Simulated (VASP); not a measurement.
Input:

```yaml
crystal:
  lattice:
    - [1.75166, -3.09823, 0.00000]
    - [1.75166, 3.09823, 0.00000]
    - [0.00000, 0.00000, 5.69224]
  atoms:
    - { symbol: Dy, position: [0.33333, 0.66667, 0.25000] }
    - { symbol: Dy, position: [0.68700, 0.35367, 0.75000] }
```

Level of theory: PBE GGA, VASP's PBE PAW potentials (set 64) (plane waves; VASP). Settings: 400 eV cut-off, 12×12×7 Monkhorst-Pack mesh, first-order Methfessel-Paxton smearing of 0.10 eV, potentials Dy_3.

The 4f electrons are frozen in the core of the lanthanide potential, so 4f levels, which can set the real gap, and their magnetism are missing. Gaps are read on the run's mesh, which can miss a band edge.

**Question.** What does the run give for the energy per atom (σ→0), pressure, largest force, band gap (on the k-mesh) with the smallest direct gap where there is one?

**Answer.** 
The band gap (on the k-mesh) is none (metal, semimetal or under 0.01 eV) and the energy per atom (σ→0) is -4.522 eV/atom. The pressure comes out as 1.23 GPa. The largest force is 0.077 eV/Å.

The absolute energy has meaning only against runs of the same code, potentials and settings.

The compound is Dy in the hcp structure. The cell was not relaxed at this level, atoms are displaced from their ideal sites. The run is one of a series of settings (KPOINTS 12×12×7 Monkhorst-Pack mesh against the base run), some of them coarse on purpose.
